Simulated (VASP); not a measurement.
Calculation: r2SCAN meta-GGA, VASP's PBE PAW potentials (set 64) (plane waves; VASP).

Input for VASP

INCAR:
```
SYSTEM = RuAl
PREC = Accurate; ENCUT = 480; LREAL = .FALSE.
LASPH = .TRUE.
EDIFF = 1E-6; NELM = 100; ALGO = Normal
LMAXMIX = 4; LMIXTAU = .TRUE.
ISMEAR = 1; SIGMA = 0.1
METAGGA = R2SCAN
IBRION = 2; NSW = 60; ISIF = 3
EDIFFG = -0.01
LWAVE = .FALSE.; LCHARG = .FALSE.
```

**POSCAR**
```
RuAl
1.0
  2.9900000000   0.0000000000   0.0000000000
  0.0000000000   2.9900000000   0.0000000000
  0.0000000000   0.0000000000   2.9900000000
Al Ru
1 1
Cart
  1.4950000000   1.4950000000   1.4950000000
  0.0000000000   0.0000000000   0.0000000000
```

**KPOINTS**
```
Automatic mesh
0
Gamma
11 11 11
0 0 0
```

POTCAR, in this order: Al Ru_pv (PBE.64 set). Program: vasp_std.

### Question
Predict the energy per atom (σ→0), volume per atom, band gap (on the k-mesh).

### Answer

```json
{
 "energy per atom (σ→0)": "-16.801 eV/atom",
 "band gap (on the k-mesh)": "none (metal, semimetal or under 0.01 eV)",
 "volume_per_atom": "13.27 Å³/atom"
}
```

File OSZICAR:
```
...
DAV:   4    -0.336024497083E+02    0.68009E-04   -0.12767E-03  1424   0.270E-01    0.369E-02
DAV:   5    -0.336024183158E+02    0.31393E-04   -0.40041E-04  1364   0.274E-01    0.278E-02
DAV:   6    -0.336025367006E+02   -0.11838E-03   -0.23432E-04  1396   0.182E-01    0.110E-02
DAV:   7    -0.336025841314E+02   -0.47431E-04   -0.12448E-05  1596   0.372E-02    0.840E-03
DAV:   8    -0.336025955424E+02   -0.11411E-04   -0.83528E-06  1388   0.385E-02    0.359E-03
DAV:   9    -0.336025967995E+02   -0.12571E-05   -0.52348E-07   696   0.108E-02    0.144E-03
DAV:  10    -0.336025969784E+02   -0.17894E-06   -0.87300E-08   700   0.364E-03
   3 F= -.33602597E+02 E0= -.33602156E+02  d E =-.855698E-03
```

The compound is RuAl in the CsCl type structure. This run relaxes it. Symmetry was kept, so distortions that lower it aren't found. The electron count is odd and the run is not spin-polarised, which forces a metal.
